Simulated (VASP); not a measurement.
An input for Ansatz (written as the equivalent of a VASP run, and not itself run):

Ansatz 0.2 input:
```yaml
crystal:
  lattice:
    - [0.0000000, 2.7137072, 2.7137072]
    - [2.7137072, 0.0000000, 2.7137072]
    - [2.7137072, 2.7137072, 0.0000000]
  atoms:
    - { symbol: Ca, position: [0.0000000, 0.0000000, 0.0000000] }
    - { symbol: F, position: [0.2500000, 0.2500000, 0.2500000] }
    - { symbol: F, position: [0.7500000, 0.7500000, 0.7500000] }
kpoints:
  mp_grid: { grid: [7, 7, 7] }
hamiltonian:
  xc: pbesol
  pseudopotentials: { kind: paw }
scf:
  occupations: { method: gaussian, width: 0.05 }
  max_iter: 100
output: { forces: true, stress: true, eigenvalues: true }
```

### Question
Translate this input to VASP (INCAR, KPOINTS, POSCAR, choice of POTCAR).

### Answer
This is not unique; one that fits is 
File KPOINTS:
```
Automatic mesh
0
Gamma
7 7 7
0 0 0
```

**INCAR**
```
SYSTEM  =  CaF2
PREC  =  Accurate; ENCUT  =  520; LREAL  =  .FALSE.
LASPH  =  .TRUE.
EDIFF  =  1E-7; NELM  =  100; ALGO  =  Normal
ISMEAR  =  0; SIGMA  =  0.05
GGA  =  PS
ISIF  =  2
LWAVE  =  .FALSE.; LCHARG  =  .FALSE.
```

File POSCAR:
```
CaF2
1
    0.0000000000     2.7137071620     2.7137071620
    2.7137071620     0.0000000000     2.7137071620
    2.7137071620     2.7137071620     0.0000000000
Ca F
1 2
Direct
  0.0000000000   0.0000000000   0.0000000000
  0.2500000000   0.2500000000   0.2500000000
  0.7500000000   0.7500000000   0.7500000000
```

POTCAR, in this order: Ca_sv F (PBE.64 set). Program: vasp_std.

What does not carry over: each code has its own PAW files, so the cut-off isn't converted (ENCUT is set for VASP's; basis.ecutwfc is left out, and Ansatz then takes the one that its files recommend); Ansatz stops its SCF on the density residual and VASP on the energy change (EDIFF).

The compound is CaF2 in the fluorite structure. It was relaxed first.
